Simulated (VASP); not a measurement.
HfTi2S5:

```
CELL_PARAMETERS angstrom
4.61869 0.00000 0.00000
0.00000 4.61869 0.00000
0.00000 0.00000 8.99818
ATOMIC_POSITIONS crystal
Hf 0.50000 0.50000 0.50000
Ti 0.50000 0.50000 0.24574
Ti 0.50000 0.50000 0.75426
S 0.75304 0.75304 0.00000
S 0.24696 0.24696 0.00000
S 0.24696 0.75304 0.00000
S 0.75304 0.24696 0.00000
S 0.00000 0.00000 0.50000
```

The cell was built by a generator and needn't be a form met in nature.

| Item | Value |
| --- | --- |
| Program | VASP 6.6.1 |
| Task | relaxation of cell and atoms |
| Functional | PBE |
| Potentials or basis | VASP PAW PBE potentials, release 64 (Hf_pv, Ti_sv, S) |
| Cutoff | 520 eV |
| k mesh | 3 × 3 × 2 |
| Occupations | gaussian, width 0.15 eV |
| Spin | no spin polarisation |

At the start: pressure 0.6 GPa; volume 23.99 Å³/atom.

Q: Where does the relaxation end?

A: Over 8 steps the energy falls by 408.7 meV/atom and the volume is 26.44 Å³/atom (+10.2 %); space group P4/mmm (No. 123, to 0.05 Å).

The path:
```csv
step,energy change (eV),largest force (eV/Å),pressure (GPa),volume (Å³)
1,0.0000,3.2514,0.63,191.95
2,-1.0065,2.3803,-0.47,194.52
3,-2.8389,1.5151,4.28,201.63
4,-3.1887,0.6350,-0.14,221.27
5,-3.1964,0.6501,-0.04,219.23
6,-3.2368,0.1224,-0.50,217.45
7,-3.2452,0.1326,-0.76,216.39
8,-3.2692,0.0438,0.12,211.55
```

Final structure:
```
Hf Ti S
1.0
     5.07441    0.00000    0.00000
     0.00000    5.07441    0.00000
     0.00000    0.00000    8.21576
Hf Ti S
1 2 5
Direct
  0.50000 0.50000 0.50000
  0.50000 0.50000 0.17237
  0.50000 0.50000 0.82763
  0.76498 0.76498 0.00000
  0.23502 0.23502 0.00000
  0.23502 0.76498 0.00000
  0.76498 0.23502 0.00000
  0.00000 0.00000 0.50000
```

Caveat: the k mesh is coarse (spacing up to 0.45 Å⁻¹), so the values aren't converged; the relaxation stopped at a loose force limit of 0.08 eV/Å, so its end isn't a converged minimum.
